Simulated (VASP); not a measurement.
Shape and ions are relaxed at each volume.

Energy against volume of ZrB2 (AlB2 type). All values below come from revTPSS meta-GGA, VASP's PBE PAW potentials (set 64) (plane waves; VASP 6.6.1).

```
V (Å³/atom)  E (eV/atom)
-----------  -----------
9.535           -5.54143
9.839           -5.56538
10.144          -5.57289
10.448          -5.56622
10.752          -5.54732
```

Question: Fit a third-order Birch-Murnaghan equation of state.

Answer: 
| Property | Value |
|---|---|
| volume per atom | 10.15 Å³/atom |
| bulk modulus | 248 GPa |
| pressure derivative of the bulk modulus | 3.92 |

The compound is ZrB2 in the AlB2 type structure. It was relaxed first.
